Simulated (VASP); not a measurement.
# LuAl3N4 (I-42m) in VASP: single point with r2SCAN

Aim: the single point of LuAl3N4 with r2SCAN.

Everything below comes from runs of VASP 6.6.1. Logs are shortened: lines on timing, memory, paths and dates and some standing lists are left out, and cuts for length are marked.

## (1) Starting point

The structure is tetragonal, space group I-42m (No. 121). Conventional cell: a = 4.632 Å, b = 4.632 Å, c = 9.002 Å, α = 90.00°, β = 90.00°, γ = 90.00°. Around Lu (site symmetry -42m) lie 4 N at 2.17 Å. Al (site symmetry -42m) has 4 N at 1.91 Å as nearest neighbours. Al (site symmetry -4) is surrounded by 4 N at 1.94 Å. N (site symmetry m) has 3 Al at 1.91 to 1.94 Å and 1 Lu at 2.17 Å as nearest neighbours.

The cell was built by a generator and needn't be a form met in nature.

## (2) Single point, r2SCAN

INCAR

```
PREC = Accurate ; ENCUT = 520
EDIFF = 1E-6 ; ISMEAR = 0
SIGMA = 0.03 ; LREAL = False
LASPH = True ; NELM = 150
ALGO = Normal ; ISIF = 2
LWAVE = False ; LCHARG = False
METAGGA = R2SCAN ; LMIXTAU = True
NBANDS = 37 ; KPAR = 2
```

KPOINTS

```
regular mesh
0
Gamma
  8 8 8
```

POSCAR

```
LuAl3N4
1.0
   -2.3158200000      2.3158200000      4.5010000000
    2.3158200000     -2.3158200000      4.5010000000
    2.3158200000      2.3158200000     -4.5010000000
Lu Al N
1 3 4
Direct
    0.0000000000      0.0000000000      0.0000000000
    0.5000000000      0.5000000000      0.0000000000
    0.2500000000      0.7500000000      0.5000000000
    0.7500000000      0.2500000000      0.5000000000
    0.1392380000      0.1392380000      0.5495160000
    0.5897220000      0.5897220000      0.4504840000
    0.4102780000      0.8607620000      0.0000000000
    0.8607620000      0.4102780000      0.0000000000
```

Potentials or basis: VASP PAW PBE potentials, release 64 (Lu, Al, N).

On the command line:

```bash
> cat potpaw_PBE.64/Lu/POTCAR potpaw_PBE.64/Al/POTCAR potpaw_PBE.64/N/POTCAR > POTCAR
> mpirun -np 2 vasp_std > vasp.out
```

OUTCAR:

```text
PREC = Accurate
   ENCUT = 520
   EDIFF = 1E-6
   ISMEAR = 0
   LREAL = False
   LASPH = True
   NELM = 150
   ISIF = 2
   METAGGA = R2SCAN

 ion  position               nearest neighbor table
   1  0.000  0.000  0.000-   5 2.17   7 2.17   8 2.17   6 2.17   4 3.23   3 3.23   4 3.23   3 3.23
                             4 3.23   3 3.23   4 3.23   3 3.23   2 3.28   2 3.28   2 3.28   2 3.28
   2  0.500  0.500  0.000-   5 1.91   7 1.91   8 1.91   6 1.91   3 3.23   4 3.23   3 3.23   4 3.23
                             3 3.23   4 3.23   3 3.23   4 3.23   1 3.28   1 3.28   1 3.28   1 3.28
   3  0.250  0.750  0.500-   8 1.94   6 1.94   7 1.94   5 1.94   1 3.23   2 3.23   1 3.23   2 3.23
                             2 3.23   2 3.23   1 3.23   1 3.23   4 3.28   4 3.28   4 3.28   4 3.28
   4  0.750  0.250  0.500-   7 1.94   6 1.94   8 1.94   5 1.94   2 3.23   1 3.23   2 3.23   1 3.23
                             2 3.23   2 3.23   1 3.23   1 3.23   3 3.28   3 3.28   3 3.28   3 3.28
   5  0.139  0.139  0.550-   2 1.91   3 1.94   4 1.94   1 2.17
   6  0.590  0.590  0.450-   2 1.91   3 1.94   4 1.94   1 2.17
   7  0.410  0.861  0.000-   2 1.91   4 1.94   3 1.94   1 2.17
   8  0.861  0.410  0.000-   2 1.91   3 1.94   4 1.94   1 2.17

  LATTYP: Found a body centered tetragonal cell.
 ALAT       =     4.6316400000
 C/A-ratio  =     1.9435880163

  Lattice vectors:

 A1 = (  -2.3158200000,   2.3158200000,   4.5010000000)
 A2 = (   2.3158200000,  -2.3158200000,   4.5010000000)
 A3 = (   2.3158200000,   2.3158200000,  -4.5010000000)

Analysis of symmetry for initial positions (statically):
=====================================================================
 Subroutine PRICEL returns:
 Original cell was already a primitive cell.

 Routine SETGRP: Setting up the symmetry group for a
 body centered tetragonal supercell.

 Subroutine GETGRP returns: Found  8 space group operations
 (whereof  8 operations were pure point group operations)
 out of a pool of 16 trial point group operations.

The static configuration has the point symmetry D_2d.

Analysis of symmetry for dynamics (positions and initial velocities):
=====================================================================
 Subroutine PRICEL returns:
 Original cell was already a primitive cell.

 Routine SETGRP: Setting up the symmetry group for a
 body centered tetragonal supercell.

 Subroutine GETGRP returns: Found  8 space group operations
 (whereof  8 operations were pure point group operations)
 out of a pool of 16 trial point group operations.

The dynamic configuration has the point symmetry D_2d.

 Subroutine INISYM returns: Found  8 space group operations
 (whereof  8 operations are pure point group operations),
 and found     1 'primitive' translations

----------------------------------------------------------------------------------------

                                     Primitive cell

  volume of cell :      96.5559

  direct lattice vectors                    reciprocal lattice vectors
    -2.315820000  2.315820000  4.501000000     0.000000000  0.215906245  0.111086425
     2.315820000 -2.315820000  4.501000000     0.215906245  0.000000000  0.111086425
     2.315820000  2.315820000 -4.501000000     0.215906245  0.215906245  0.000000000

  length of vectors
     5.566421251  5.566421251  5.566421251     0.242807950  0.242807950  0.305337540

  position of ions in fractional coordinates (direct lattice)
     0.000000000  0.000000000  0.000000000
     0.500000000  0.500000000  0.000000000
     0.250000000  0.750000000  0.500000000
     0.750000000  0.250000000  0.500000000
     0.139238000  0.139238000  0.549516000
     0.589722000  0.589722000  0.450484000
     0.410278000  0.860762000  0.000000000
     0.860762000  0.410278000  0.000000000

  ion indices of the primitive-cell ions
   primitive index   ion index
                 1           1
                 2           2
                 3           3
                 4           4
                 5           5
                 6           6
                 7           7
                 8           8

----------------------------------------------------------------------------------------

 KPOINTS: regular mesh

Automatic generation of k-mesh.
 Grid dimensions read from file:
 generate k-points for:    8    8    8

 Generating k-lattice:

  Cartesian coordinates                     Fractional coordinates (reciprocal lattice)
     0.000000000  0.026988281  0.013885803     0.125000000  0.000000000 -0.000000000
     0.026988281  0.000000000  0.013885803     0.000000000  0.125000000 -0.000000000
     0.026988281  0.026988281  0.000000000     0.000000000  0.000000000  0.125000000

  Length of vectors
     0.030350994  0.030350994  0.038167192

  Shift w.r.t. Gamma in fractional coordinates (k-lattice)
     0.000000000  0.000000000  0.000000000

 Subroutine IBZKPT returns following result:
 ===========================================

 Found     59 irreducible k-points:

 Following reciprocal coordinates:
            Coordinates               Weight
  0.000000  0.000000  0.000000      1.000000
  0.125000 -0.000000  0.000000      8.000000
  0.250000 -0.000000  0.000000      8.000000
  0.375000 -0.000000  0.000000      8.000000
  0.500000 -0.000000  0.000000      4.000000
  0.125000  0.125000  0.000000      8.000000
[... 16 lines left out ...]
  0.250000  0.125000  0.125000     16.000000
  0.375000  0.125000  0.125000      8.000000
 [... further k-points ...]
   k-points           NKPTS =     59   k-points in BZ     NKDIM =     59   number of bands    NBANDS=     37
   number of dos      NEDOS =    301   number of ions     NIONS =      8
   total plane-waves  NPLWV =  74088
   dimension x,y,z NGX =    42 NGY =   42 NGZ =   42
   dimension x,y,z NGXF=    84 NGYF=   84 NGZF=   84
   ions per type =               1   3   4
   NGX,Y,Z   is equivalent  to a cutoff of  12.54, 12.54, 12.54 a.u.
   NGXF,Y,Z  is equivalent  to a cutoff of  25.09, 25.09, 25.09 a.u.
 SYSTEM =  unknown system
   PREC   = accura    normal or accurate (medium, high low for compatibility)
   ISTART =      0    job   : 0-new  1-cont  2-samecut
   ICHARG =      2    charge: 1-file 2-atom 10-const
   ISPIN  =      1    spin polarized calculation?
   LNONCOLLINEAR =      F non collinear calculations
   LSORBIT =      F    spin-orbit coupling
   LASPH  =      T    aspherical Exc in radial PAW
   ENCUT  =  520.0 eV  38.22 Ry    6.18 a.u.  10.35 10.35 10.35*2*pi/ulx,y,z
   NELM   =    150;   NELMIN=  2; NELMDL= -5     # of ELM steps
   EDIFF  = 0.1E-05   stopping-criterion for ELM
   LREAL  =      F    real-space projection
   EDIFFG = 0.1E-04   stopping-criterion for IOM
   NSW    =      0    number of steps for IOM
   IBRION =     -1    ionic relax: 0-MD 1-quasi-New 2-CG
   NFREE  =      0    steps in history (QN), initial steepest desc. (CG)
   ISIF   =      2    stress and relaxation
   ISYM   =      2    0-nonsym 1-usesym 2-fastsym
   POTIM  = 0.5000    time-step for ionic-motion
   TEBEG  =    0.0;   TEEND  =   0.0 temperature during run
   PSTRESS=    0.0 pullay stress
   NELECT =      54.0000    total number of electrons
   NUPDOWN=      -1.0000    fix difference up-down
   EMIN   =  10.00;   EMAX   =-10.00  energy-range for DOS
   EFERMI =   0.00;   METHOD = LEGACY
   ISMEAR =     0;   SIGMA  =   0.03  broadening in eV -4-tet -1-fermi 0-gaus
   EFERMI_NEDOS =   21; number of points for ismear=-14 and -15
   IALGO  =     38    algorithm
   IMIX   =      4    mixing-type and parameters
     AMIX     =   0.40;   BMIX     =  1.00
     AMIX_MAG =   1.60;   BMIX_MAG =  1.00
  volume/ion in A,a.u.               =      12.07        81.45
  Fermi-wavevector in a.u.,A,eV,Ry     =   1.348797  2.548856 24.752440  1.819253
  Thomas-Fermi vector in A             =   2.476436
   LORBIT       =      0    0 simple, 1 ext, 2 COOP (PROOUT), +10 PAW based schemes
   METAGGA = R2SCAN    functional components
   LHFCALC =     F    Hartree Fock is set to
   AEXX    =    0.0000 exact exchange contribution
   IVDW    =     0    specifies the selected vdW correction
   LEPSILON=     F    determine dielectric tensor
   LRPA    =     F    only Hartree local field effects (RPA)
 non-spin polarized calculation
 Gauss-broadening in eV      SIGMA  =   0.03
  energy-cutoff  :      520.00
  volume of cell :       96.56
 maximum number of plane-waves:      2625
 NGX is ok and might be reduce to    42
   NGX = 21   NGY = 21   NGZ = 21

 number of electron      53.9999990 magnetization

 Free energy of the ion-electron system (eV)
  ---------------------------------------------------
  ext. energy  EPLUGINS =         0.00000000
  ---------------------------------------------------
  free energy    TOTEN  =      -107.33611179 eV

  energy without entropy =     -107.33611179  energy(sigma->0) =     -107.33611179

 E-fermi :   4.4678     XC(G=0): -11.5543

 val. band max:        4.2922019214   @ k =  -0.2500   0.2500   0.2500
 cond. band min:       7.4244053268   @ k =   0.0000   0.0000   0.0000
 fundamental gap:      3.1322034054
 Fermi energy:         4.4677787738

 k-point     1 :       0.0000    0.0000    0.0000
  band No.  band energies     occupation
      1     -50.7258      2.00000
      2     -20.9795      2.00000
      3     -20.9795      2.00000
      4     -20.9758      2.00000
      5     -10.8964      2.00000
      6      -8.6388      2.00000
[... 29 lines left out ...]
     36      15.4699      0.00000
     37      15.9105      0.00000

 k-point     2 :       0.1250   -0.0000    0.0000
  band No.  band energies     occupation
      1     -50.7258      2.00000
      2     -20.9831      2.00000
      3     -20.9793      2.00000
      4     -20.9761      2.00000
      5     -10.8054      2.00000
      6      -8.7348      2.00000
[... 29 lines left out ...]
     36      15.3928      0.00000
     37      15.7956      0.00000
[... 838 lines left out ...]
     36      13.9130      0.00000
     37      15.0907      0.00000

 k-point    24 :       0.3750    0.1250    0.1250
  band No.  band energies     occupation
      1     -50.7256      2.00000
      2     -21.0017      2.00000
      3     -20.9884      2.00000
      4     -20.9767      2.00000
      5      -9.6711      2.00000
      6      -9.4903      2.00000
[... 29 lines left out ...]
     36      13.6955      0.00000
     37      14.8080      0.00000

 [... further k-points ...]
[... 5 lines left out ...]
  --------------------------------------------------------------------------------------
  -------------------------------------------------------------------------------------
  Total       -2.2657917     -2.2657917     -2.2622738      0.0000000      0.0000000      0.0000000
  in kB      -37.5968930    -37.5968930    -37.5385201      0.0000000      0.0000000      0.0000000
  external PRESSURE =     -37.5774354 kB  Pullay stress =       0.0000000 kB

 VOLUME and BASIS-vectors are now :
 -----------------------------------------------------------------------------
  energy-cutoff  :      520.00
  volume of cell :       96.56
      direct lattice vectors                 reciprocal lattice vectors
    -2.315820000  2.315820000  4.501000000     0.000000000  0.215906245  0.111086425
     2.315820000 -2.315820000  4.501000000     0.215906245  0.000000000  0.111086425
     2.315820000  2.315820000 -4.501000000     0.215906245  0.215906245  0.000000000

 POSITION                                       TOTAL-FORCE (eV/Angst)
 -----------------------------------------------------------------------------------
      0.00000      0.00000      0.00000         0.000000      0.000000     -0.000000
      0.00000      0.00000      4.50100         0.000000     -0.000000     -0.000000
      2.31582      0.00000      2.25050         0.000000      0.000000     -0.000000
      0.00000      2.31582      2.25050         0.000000      0.000000     -0.000000
      1.27258      1.27258     -1.21995         0.037880      0.037880     -0.023296
      1.04324      1.04324      3.28105        -0.037880     -0.037880     -0.023296
      1.04324     -1.04324      5.72095        -0.037880      0.037880      0.023296
     -1.04324      1.04324      5.72095         0.037880     -0.037880      0.023296
 -----------------------------------------------------------------------------------
    total drift:                                0.000019      0.000019      0.000011

  FREE ENERGIE OF THE ION-ELECTRON SYSTEM (eV)
  ---------------------------------------------------
  free  energy   TOTEN  =      -107.3361117915 eV

  energy  without entropy=     -107.3361117915  energy(sigma->0) =     -107.33611179
```

Run time: 11 min. Hardware: 2 MPI ranks of Intel Xeon Platinum 8488C (Sapphire Rapids), shared host; peak memory 0.4 GiB.

What came out:

```
Free energy            : -107.3361 eV
Pressure               : -3.8 GPa
Largest force          : 0.058 eV/Å
Band gap on the k mesh : 3.13 eV, indirect (least direct gap 3.56 eV)
```

Forces in eV/Å, atoms in the order of the input:
```
Lu   0.000  0.000  0.000
Al   0.000  0.000  0.000
Al   0.000  0.000  0.000
Al   0.000  0.000  0.000
N    0.038  0.038 -0.023
N   -0.038 -0.038 -0.023
N   -0.038  0.038  0.023
N    0.038 -0.038  0.023
```

Levels at points of the mesh, in eV from the valence-band top:
```
           k point  band 23  band 24  band 25  band 26  band 27  band 28  band 29  band 30  band 31  band 32
(0.00, 0.00, 0.00)    -1.13    -1.13    -0.64    -0.43    -0.43     3.13     3.50     5.12     5.12     6.56
(0.50, 0.00, 0.00)    -1.68    -0.92    -0.92    -0.27    -0.12     4.99     5.49     6.03     6.03     6.80
(0.50, 0.50, 0.00)    -1.16    -0.76    -0.70    -0.42    -0.24     6.00     6.06     6.47     6.62     6.83
(0.50, 0.50, 0.50)    -1.63    -1.63    -1.21    -0.58    -0.58     3.91     3.91     5.26     5.77     5.88
```

Caveat: the PAW data sets were made with another functional, which shifts forces and pressure a little; spin-orbit coupling is left out, which moves the levels of the heavy elements.
